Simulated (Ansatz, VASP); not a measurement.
**PtSe2 (Sudovikovite) in two plane-wave programs**

Wanted: the spread between two codes on one cell, functional and k mesh. The cell is taken from a series of runs on this material, whose earlier steps may have relaxed, scaled, displaced or heated it; both programs get it as it stands.

Program: Ansatz 0.2.0. Level of theory: plane waves, with VASP 6.6.1 beside it; relaxation of cell and atoms at PBEsol and zone-centre phonons at PBEsol. Results are calculated unless marked as measured.

## (1) Set-up

The structure is trigonal, space group P-3m1 (No. 164). The conventional cell has a = 3.761 Å, b = 3.761 Å, c = 4.864 Å, α = 90.00°, β = 90.00°, γ = 120.00°. Nearest to Pt lie 6 Se at 2.51 Å. Se has 3 Pt at 2.51 Å nearest. Farther neighbours and most contacts between anions are not listed.

## (2) VASP: relaxation of cell and atoms, PBEsol

The relaxed volume is the usual yardstick between codes: in a stiff, nearly cubic crystal its relative difference is about their pressure difference at one cell divided by the bulk modulus.

Lines of VASP's logs that name or quote its potential files are left out, and so is its time.

INCAR

```
SYSTEM = PtSe2
PREC = Accurate
ENCUT = 500
EDIFF = 1E-07
NELM = 120
ISMEAR = 1
SIGMA = 0.2
LREAL = .FALSE.
ALGO = Normal
GGA = PS
NBANDS = 17
LASPH = .TRUE.
LORBIT = 11
LWAVE = .FALSE.
LCHARG = .FALSE.
ISIF = 3
IBRION = 2
NSW = 80
EDIFFG = -0.005
GGA_COMPAT = .FALSE.
NELMIN = 4
KPAR = 2
```

POSCAR

```
PtSe2
1.0
    3.7605720000      0.0000000000      0.0000000000
   -1.8802860000      3.2567510000      0.0000000000
    0.0000000000      0.0000000000      4.8639780000
Pt Se
1 2
Direct
    0.0000000000      0.0000000000      0.0000000000
    0.3333333333      0.6666666667      0.2606346081
    0.6666666667      0.3333333333      0.7393653919
```

KPOINTS

```
Automatic mesh
0
Gamma
15 15 10
0 0 0
```

Potentials, in the order of the species: Pt and Se (PBE family, release 64).

Started as:

```console
mpirun -np 2 vasp_std
```

Numbers of over 12 decimals in the logs are rounded to 6 here.

The log of the run:

```text
[banner, memory and clock lines left out]
running    2 mpi-ranks, on    1 nodes
 distrk:  each k-point on    1 cores,    2 groups
 distr:  one band on    1 cores,    1 groups

 POSCAR found type information on POSCAR PtSe
 POSCAR found :  2 types and       3 ions
|                                                                             |
|               ----> ADVICE to this user running VASP <----                  |
|                                                                             |
|     You enforced a specific xc type in the INCAR file but a different       |
|     [... a line on the potential file left out ...]
|     I HOPE YOU KNOW WHAT YOU ARE DOING!                                     |
|                                                                             |

 LDA part: xc-table for (Slater+PW92), standard interpolation
 POSCAR, INCAR and KPOINTS ok, starting setup
 FFT: planning ... GRIDC
 FFT: planning ... GRID_SOFT
 FFT: planning ... GRID
 WAVECAR not read
 entering main loop
       N       E                     dE             d eps       ncg     rms          rms(c)
DAV:   1     0.106239944809E+03    0.10624E+03   -0.99482E+03  8180   0.111E+03
DAV:   2    -0.120780957520E+02   -0.11832E+03   -0.11498E+03 10245   0.216E+02
DAV:   3    -0.167044670111E+02   -0.46264E+01   -0.45944E+01  9811   0.435E+01
DAV:   4    -0.167364758903E+02   -0.32009E-01   -0.31998E-01 10448   0.395E+00
DAV:   5    -0.167367992766E+02   -0.32339E-03   -0.32338E-03 10284   0.374E-01    0.127E+01
DAV:   6    -0.161585798433E+02    0.57822E+00   -0.48388E+00  8236   0.199E+01    0.779E+00
DAV:   7    -0.159315864895E+02    0.22699E+00   -0.91072E-01  8239   0.959E+00    0.382E+00
DAV:   8    -0.159084335822E+02    0.23153E-01   -0.63291E-02  8793   0.171E+00    0.837E-01
DAV:   9    -0.159053347752E+02    0.30988E-02   -0.76842E-03  9298   0.844E-01    0.207E-01
DAV:  10    -0.159053527808E+02   -0.18006E-04   -0.11538E-03  9165   0.216E-01    0.357E-02
DAV:  11    -0.159053511838E+02    0.15970E-05   -0.49810E-05 10642   0.617E-02    0.224E-02
DAV:  12    -0.159053507386E+02    0.44526E-06   -0.37959E-06  8893   0.153E-02    0.380E-03
DAV:  13    -0.159053507725E+02   -0.33903E-07   -0.59615E-07 10813   0.529E-03
   1 F= -.15905351E+02 E0= -.15905542E+02  d E =-.159054E+02
[...]
2 F= -.15905337E+02 E0= -.15905531E+02  d E =0.138228E-04
[...]
3 F= -.15905360E+02 E0= -.15905553E+02  d E =-.961139E-05
[...]
4 F= -.15905360E+02 E0= -.15905553E+02  d E =-.969695E-05
[...]
5 F= -.15905360E+02 E0= -.15905553E+02  d E =-.972046E-05
 curvature:  -0.15 expect dE=-0.124E-05 dE for cont linesearch -0.281E-08
 trial: gam= 0.16766 g(F)=  0.411E-05 g(S)=  0.397E-05 ort =-0.997E-06 (trialstep = 0.883E+00)
 search vector abs. value=  0.927E-05
 bond charge predicted
       N       E                     dE             d eps       ncg     rms          rms(c)
DAV:   1    -0.159053719593E+02   -0.11474E-04   -0.35554E-04  8108   0.128E-01    0.161E-02
DAV:   2    -0.159053677739E+02    0.41854E-05   -0.36426E-05  9108   0.561E-02    0.877E-03
DAV:   3    -0.159053665968E+02    0.11771E-05   -0.26808E-06  9277   0.162E-02    0.324E-03
DAV:   4    -0.159053664054E+02    0.19131E-06   -0.15033E-06  8722   0.669E-03    0.124E-03
DAV:   5    -0.159053664246E+02   -0.19169E-07   -0.23770E-08  4223   0.109E-03
   6 F= -.15905366E+02 E0= -.15905560E+02  d E =-.593170E-05
 trial-energy change:   -0.000006  1 .order   -0.000006   -0.000007   -0.000005
 step:   3.0788(harm=  3.0788)  dis= 0.00136  next Energy=   -15.905373 (dE=-0.122E-04)
 reached required accuracy - stopping structural energy minimisation
```

OUTCAR, selected parts (step 2):

```text
ion  position               nearest neighbor table
   1  0.000  0.000  0.000-   2 2.51   3 2.51   3 2.51   2 2.51   3 2.51   2 2.51
   2  0.333  0.667  0.261-   1 2.51   1 2.51   1 2.51
   3  0.667  0.333  0.739-   1 2.51   1 2.51   1 2.51

  LATTYP: Found a hexagonal cell.
 ALAT       =     3.7605720000
 C/A-ratio  =     1.2934144061

 Subroutine GETGRP returns: Found 12 space group operations
 (whereof 12 operations were pure point group operations)

The static configuration has the point symmetry D_3d.

 Found    238 irreducible k-points:

   k-points           NKPTS =    238   k-points in BZ     NKDIM =    238   number of bands    NBANDS=     17

   dimension x,y,z NGX =    28 NGY =   28 NGZ =   36
   dimension x,y,z NGXF=    56 NGYF=   56 NGZF=   72

   ENCUT  =  500.0 eV  36.75 Ry    6.06 a.u.   6.86  6.86  8.87*2*pi/ulx,y,z

   NELECT =      22.0000    total number of electrons

 k-points in reciprocal lattice and weights: Automatic mesh
   0.00000000  0.00000000  0.00000000       0.000
   0.06666667 -0.00000000  0.00000000       0.003
   0.13333333 -0.00000000  0.00000000       0.003
   0.20000000 -0.00000000  0.00000000       0.003
   0.26666667 -0.00000000  0.00000000       0.003
   0.33333333 -0.00000000  0.00000000       0.003
   0.40000000 -0.00000000  0.00000000       0.003
   0.46666667 -0.00000000  0.00000000       0.003
   0.06666667  0.06666667  0.00000000       0.003
[...]
0.33333333  0.26666667  0.50000000       0.005
   0.33333333  0.33333333  0.50000000       0.001

 average (electrostatic) potential at core
       1 -68.2612       2 -52.5245       3 -52.5245

 E-fermi :   6.5532

 k-point     1 :       0.0000    0.0000    0.0000
  band No.  band energies     occupation
    ...
      6       2.6984      2.00000
      7       2.6984      2.00000
      8       4.0802      2.00000
      9       5.5343      2.00000
     10       5.5343      2.00000
     11       7.2964     -0.00000
     12       7.7480     -0.00000
     13       7.7480     -0.00000
     14       9.8254     -0.00000
     15      10.6079      0.00000
    ...

 k-point     2 :       0.0667   -0.0000    0.0000
  band No.  band energies     occupation
    ...
      6       2.6341      2.00000
      7       2.6623      2.00000
      8       3.9741      2.00000
      9       5.3154      2.00000
     10       5.4650      2.00000
     11       6.9237     -0.02498
     12       7.7974     -0.00000
     13       7.9184     -0.00000
     14      10.1949     -0.00000
     15      10.9118      0.00000
    ...

 k-point     3 :       0.1333   -0.0000    0.0000
  band No.  band energies     occupation
    ...
      7       2.5699      2.00000
      8       3.6565      2.00000
      9       4.9286      2.00000
     10       5.2593      2.00000
     11       6.3201      2.06973
     12       7.9470     -0.00000
     13       8.0767     -0.00000
     14      10.9258      0.00000
     15      11.6278      0.00000
     16      13.2620      0.00000
    ...

  Total       -0.0059485     -0.0059485     -0.0106877      0.0000000      0.0000000      0.0000000
  in kB       -0.1599422     -0.1599422     -0.2873696      0.0000000      0.0000000      0.0000000
  external PRESSURE =      -0.2024180 kB  Pullay stress =       0.0000000 kB

  energy-cutoff  :      500.00
  volume of cell :       59.59
      direct lattice vectors                 reciprocal lattice vectors
     3.761047459  0.000000000  0.000000000     0.265883377  0.153507834 -0.000000000
    -1.880523729  3.257162759 -0.000000000     0.000000000  0.307015668 -0.000000000
     0.000000000  0.000000000  4.864152216     0.000000000  0.000000000  0.205585672

 POSITION                                       TOTAL-FORCE (eV/Angst)
 -----------------------------------------------------------------------------------
      1.88052      3.25716      4.86415        -0.000000      0.000000      0.000000
     -0.00000      2.17144      1.26847         0.000000      0.000000      0.004266
      1.88052      1.08572      3.59568        -0.000000     -0.000000     -0.004266
 -----------------------------------------------------------------------------------
    total drift:                               -0.000000      0.000000      0.000000

  FREE ENERGIE OF THE ION-ELECTRON SYSTEM (eV)
  ---------------------------------------------------
  free  energy   TOTEN  =       -15.9053664246 eV

  energy  without entropy=      -15.9059460874  energy(sigma->0) =      -15.90555965

 reached required accuracy - stopping structural energy minimisation

 total charge
# of ion       s       p       d       tot
------------------------------------------
    1        0.675   0.688   8.033   9.395
    2        1.488   2.209   0.071   3.769
    3        1.488   2.209   0.071   3.769
--------------------------------------------------
tot          3.651   5.106   8.175  16.932

[... 3 further parts left out ...]
```

## (3) Ansatz: relaxation of cell and atoms, PBEsol

Ansatz runs on its PAW soft_1 files.

The same cell, functional, mesh and smearing now go to Ansatz, which takes its cutoff from its data sets.

input.yaml

```yaml
crystal:
  lattice:
    - [3.7605716437, 0.0, 0.0]
    - [-1.8802858219, 3.2567505762, 0.0]
    - [0.0, 0.0, 4.8639779959]
  atoms:
    - { symbol: Pt, position: [0.0, 0.0, 0.0] }
    - { symbol: Se, position: [0.3333333333, 0.6666666667, 0.2606345671] }
    - { symbol: Se, position: [0.6666666667, 0.3333333333, 0.7393654329] }
kpoints:
  mp_grid: { grid: [15, 15, 10] }
hamiltonian:
  xc: pbesol
  pseudopotentials: { kind: paw, azcp: { folder: soft_1 }, xc_functional: pbe }
scf:
  occupations: { method: methfessel_paxton, width: 0.2 }
output:
  forces: true
  stress: true
  eigenvalues: true
relax:
  adjacent_minimum: "off"
  f_tol: 0.001
  max_steps: 60
  cell: { stress_tol: 0.01 }
```

Started as:

```console
ansatz run input.yaml --threads 4 --pin off --max-ram 8192MiB --backend cpu --events-out ev --progress --plain --runs-dir out
```

The log of the run:

```text
Engine: ansatz 0.2.0, x86_64-unknown-linux-gnu
Pseudopotentials: kind: paw
Pseudopotential: Pt, paw, valence charge 18, recommended cutoff 420 eV (normal), soft_1/Pt.paw.azcp
Pseudopotential: Se, paw, valence charge 16, recommended cutoff 420 eV (normal), soft_1/Se.paw.azcp
Functional definition: PBEsol
  exchange = pbesol_x
  correlation = pbesol_c
Crystal: 3 atoms, lattice volume = 59.570 Å³
Basis set: ecut = 420 eV, 1169 PW (Γ), exchange–correlation on 54×54×72 points (8 copies of the dense FFT grid, shifted against one another)
Bands: 30, of which v1, the nominal top of the filled ones, is band 25 counted from 1 (24 counted from 0)
Symmetry: 12 space group operations
Space group: P-3m1 (ITA 164), of the structure as read, at distance tolerance 3.9e-5 Å
k-points: 238 of 2250
Non-local potential: Pt, projectors of the file, l = 0: 3, l = 1: 2, l = 2: 2, l = 3: 1
Non-local potential: Se, projectors of the file, l = 0: 2, l = 1: 2, l = 2: 3, l = 3: 1
PAW form: soft (Blöchl's): semilocal exchange-correlation on the pseudo side does not see the compensation charge
PAW frozen core: Pt, regenerated for the run's functional, and the local potential with it (the file was generated under x = pbe(κ = 0.804, μ = 0.219515), c = pbe(β = 0.066725))
PAW frozen core: Se, regenerated for the run's functional, and the local potential with it (the file was generated under x = pbe(κ = 0.804, μ = 0.219515), c = pbe(β = 0.066725))
PAW one-centre angular grid: Pt, 590 points (default); XC on 64 Gauss nodes
PAW one-centre angular grid: Se, 590 points (default); XC on 64 Gauss nodes
Initial density: superposition of atomic densities (chi_scale 0.1, normalization cell, long waves kept (reshape's long-wave potential 0.01 eV rms))
Initial wavefunctions: pseudopotential atomic-orbital guess
Functional: x = pbesol(κ = 0.804, μ = 0.123457), c = pbesol(β = 0.046)
SCF iter   1: F=—  HF=-23235.274572 eV  |F-HF|=—  |Δ(HF+E_count)|=         —  Δρ=5.06e-2  dr2=7.87e-1  ethr=3.10e-3  ⟨swp⟩=5.0  Hψ=25931  notcnv=0
preconditioner: auto → Kerker (q_TF=auto, 2.650 Å⁻¹)  [metal: Δε(μ)=0.022 eV  Ē_g=10.070 eV  σ=0.200 eV  W_gap=0.09  n_scr=22 (ndim 8)  ℏωp=22.6 eV  f_vac=0.009  D(μ)=0.64/eV (n_scr^D=2)]
SCF iter   2: F=—  HF=-23235.113659 eV  |F-HF|=—  |Δ(HF+E_count)|=   1.61e-1  S|Δr|=    0.00e0  Δρ=2.50e-2  dr2=2.28e-1  ethr=1.57e-3  ⟨swp⟩=2.0  Hψ=10055  notcnv=0  defer=82
SCF iter   3: F=—  HF=-23235.061340 eV  |F-HF|=—  |Δ(HF+E_count)|=   5.23e-2  S|Δr|=    0.00e0  Δρ=8.63e-3  dr2=4.04e-2  ethr=4.56e-4  ⟨swp⟩=2.0  Hψ=7965  notcnv=0  defer=82
SCF iter   4: F=—  HF=-23235.051984 eV  |F-HF|=—  |Δ(HF+E_count)|=   9.36e-3  S|Δr|=    0.00e0  Δρ=1.50e-3  dr2=3.55e-3  ethr=8.07e-5  ⟨swp⟩=3.0  Hψ=13128  notcnv=0  defer=82
SCF iter   5: F=—  HF=-23235.051494 eV  |F-HF|=—  |Δ(HF+E_count)|=   4.91e-4  S|Δr|=    0.00e0  Δρ=8.32e-4  dr2=8.91e-4  ethr=7.10e-6  ⟨swp⟩=2.0  Hψ=12050  notcnv=0  defer=82
SCF iter   6: F=—  HF=-23235.051221 eV  |F-HF|=—  |Δ(HF+E_count)|=   2.73e-4  S|Δr|=    0.00e0  Δρ=2.98e-4  dr2=1.02e-4  ethr=1.78e-6  ⟨swp⟩=2.0  Hψ=12059  notcnv=0  defer=82
SCF iter   7: F=—  HF=-23235.051220 eV  |F-HF|=—  |Δ(HF+E_count)|=   5.13e-7  S|Δr|=    0.00e0  Δρ=6.55e-5  dr2=4.02e-6  ethr=2.04e-7  ⟨swp⟩=2.0  Hψ=9317  notcnv=0  defer=82
SCF iter   8: F=—  HF=-23235.051227 eV  |F-HF|=—  |Δ(HF+E_count)|=   6.52e-6  S|Δr|=    0.00e0  Δρ=3.07e-5  dr2=8.80e-7  ethr=8.03e-9  ⟨swp⟩=2.0  Hψ=12168  notcnv=0  defer=82
SCF iter   9: F=—  HF=-23235.051227 eV  |F-HF|=—  |Δ(HF+E_count)|=   1.42e-7  S|Δr|=    0.00e0  Δρ=1.22e-5  dr2=1.00e-7  ethr=2.00e-10  ⟨swp⟩=4.9  Hψ=31403  notcnv=0
SCF iter  10: F=-23235.051227 eV  HF=-23235.051227 eV  |F-HF|=1.51e-9  |Δ(HF+E_count)|=   2.05e-8  S|Δr|=    0.00e0  Δρ=5.05e-6  dr2=1.35e-8  ethr=2.00e-10  ⟨swp⟩=4.0  Hψ=22287  notcnv=0
SCF 1 converged in 10 iterations: F = -23235.051227 eV  dr2 = 1.35e-8
  greatest PAW one-centre occupation: 1.000 electrons in one spin orbital (limit 2), on the Pt atom at site 0 (counted from 0), in its partial waves of l = 0
relax step   1: F+E_penalty+E_count = -23235.05122718 eV  Δ(F+E_penalty+E_count) = +0.000e0 eV  max|allowed force component| = 1.698e-3 eV/Å  Δτ_max = 0.0000 Å  P = -0.017 GPa  Ω = 59.570 Å³  (10 SCF iters, dr2 threshold 1.00e-7 eV, accepted)
[...]
relax step   2: F+E_penalty+E_count = -23235.05123769 eV  Δ(F+E_penalty+E_count) = -1.051e-5 eV  max|allowed force component| = 3.464e-3 eV/Å  Δτ_max = 0.0012 Å  P = +0.016 GPa  Ω = 59.523 Å³  energy of the carried Pulay correction = +1.221e-5 eV  (5 SCF iters, dr2 threshold 1.07e-9 eV, rejected (line search))
[...]
relax step   3: F+E_penalty+E_count = -23235.05123395 eV  Δ(F+E_penalty+E_count) = -6.771e-6 eV  max|allowed force component| = 2.694e-4 eV/Å  Δτ_max = 0.0004 Å  P = -0.003 GPa  Ω = 59.552 Å³  energy of the carried Pulay correction = +4.789e-6 eV  (6 SCF iters, accepted)
[...]
relax step   4: F+E_penalty+E_count = -23235.05122857 eV  Δ(F+E_penalty+E_count) = +5.376e-6 eV  max|allowed force component| = 2.718e-4 eV/Å  Δτ_max = 0.0000 Å  P = -0.003 GPa  Ω = 59.552 Å³  stress off target by 9.07e-3 GPa  SCF on the basis re-selected at this cell (its energy is not comparable with the rows above)  (5 SCF iters)
basis re-selected at this cell: Δ(F+E_penalty+E_count) = +5.376e-6 eV, ΔP = +0.000 GPa vs the last step (what re-selecting the basis moved, of the pressure what is left beyond the Pulay correction that the steps carried, after the strain that the cell walked since its last selection, with what the two solves' SCF thresholds leave and, on support functions, any second-order correction that the steps lacked; it is no m [...]
SCF converged after 5 iterations
Stability not checked: this state was not tested for a lower state beside it, because cold or Methfessel-Paxton smearing, or corrected tetrahedra, fill the levels in a way that the test cannot read (fill_not_monotonic; see scf.lower_state_search)
Free energy (F): -23235.051229 eV
Harris-Foulkes:  -23235.051229 eV  (|F-HF|=3.64e-12)
Internal energy: -23235.051870 eV  (E = F + TS)
E sigma→0 (E₀):  -23235.051389 eV
Entropy (-TS):   0.000641 eV (0.214 meV/atom)
Fermi energy:    13.140309 eV
--- Per-component energies (eV) ---
  E_band       = -964.632818
  E_kinetic    = 817.775355
  E_local      = -6956.627327  (includes V_loc(G=0)·N_el)
  E_nonlocal   = -497.289001
  E_hartree    = 3411.964120
  E_xc         = -400.369990
  E_vxc        = -451.918974  (∫ρ·V_xc dr)
  E_paw        = -13519.381853  (= ΣΔE_a)
  E_vpaw       = -700.501446  (= ΣTr[D̂ρ^β])
  E_aug_tail   = 0.000359  (compensation charges beyond the density's cutoff)
  E_ewald      = -6093.427468
  E_core_change = 2.303935  (= ΣΔE_core)
  E_smearing   = 0.000641  (= −TS)
  E_closure    = -0.000000  (closes the sum)
  Σ components = -23235.051229   (vs F -23235.051229, Δ=0.00e0)
--- Forces (eV/Å), atoms counted from 1 ---
  atom   1  Pt    -0.00000000     0.00000000     0.00000000
  atom   2  Se    -0.00000000     0.00000000     0.00027183
  atom   3  Se     0.00000000    -0.00000000    -0.00027183
  max |Σ_I F_I| component: 5.78e-19 eV/Å
--- Stress (GPa, compression-positive) ---
        0.000146       0.000000       0.000000
        0.000000       0.000146       0.000000
        0.000000       0.000000      -0.009070
  P = ⅓ Tr σ = -0.0029 GPa (-0.029 kbar)
--- Band table (eV; the first three rows and the last of 238) ---
  k-point 0: bands = [... 21 lower, 10.6622, 12.1157, 12.1157, 13.8750, 14.3341, 14.3341, 16.4127, 17.1946, ... 1 higher]
  k-point 1: bands = [... 21 lower, 10.6554, 12.0412, 12.0412, 13.5648, 14.4475, 14.4475, 16.5193, 17.4911, ... 1 higher]
  k-point 2: bands = [... 21 lower, 10.6273, 11.8660, 11.8660, 12.8784, 14.7330, 14.7330, 16.8281, 18.1350, ... 1 higher]
  k-point 237: bands = [... 21 lower, 8.7791, 9.6341, 10.6544, 10.6544, 15.4155, 15.4155, 19.7127, 20.6509, ... 1 higher]
--- Relaxed structure (3 steps of the walk, 2 accepted, 1 SCFs on fresh bases) ---
  F+E_penalty+E_count = -23235.05122857 eV   max|allowed force component| = 2.718e-4 eV/Å   (the final SCF, on the basis selected at the relaxed cell)
  cell:  # Å, volume = 59.5516 Å³
    - [3.760263, 2.8865098468972262e-11, 0]
    - [-1.880132, 3.256484, 0]
    - [0, 0, 4.863248]
  atoms:
    - { symbol: Pt, position: [0, 0, 0] }
    - { symbol: Se, position: [0.333333, 0.666667, 0.260722] }
    - { symbol: Se, position: [0.666667, 0.333333, 0.739278] }
```

## (4) Comparison

Known differences besides the potentials themselves: the data sets hold 50 valence electrons in Ansatz (on its PAW soft_1 files) and 22 in VASP; the cutoff is 420 eV in Ansatz and 500 eV in VASP; Ansatz makes its cores anew for this functional, VASP keeps those of its PBE data sets; Ansatz adds a Pulay correction to the stress that steers its cell, VASP none. Total energies have different zeros and are not compared.

The two programs side by side:

| quantity | Ansatz | VASP | difference |
| --- | --- | --- | --- |
| volume (Å³) | 59.55 | 59.59 | -0.06 % |
| edge a after relaxation, in the typed setting (Å) | 3.760 | 3.761 | -0.02 % |
| edge c after relaxation, in the typed setting (Å) | 4.863 | 4.864 | -0.02 % |

(Part 1 of 2 ends here.)

[Lines on the potential files, build, host, timing and source positions are cut from VASP's logs without a mark.]

[Logs are printed without paths, hosts, clocks, repeated set-up lines and the standing remarks that a program may print on its own settings, such as how far it seeks lower states.]

[Hosts, paths, dates, database ids (printed as entryN), source tags and the programs' standing remarks are cut or masked in the printed files.]
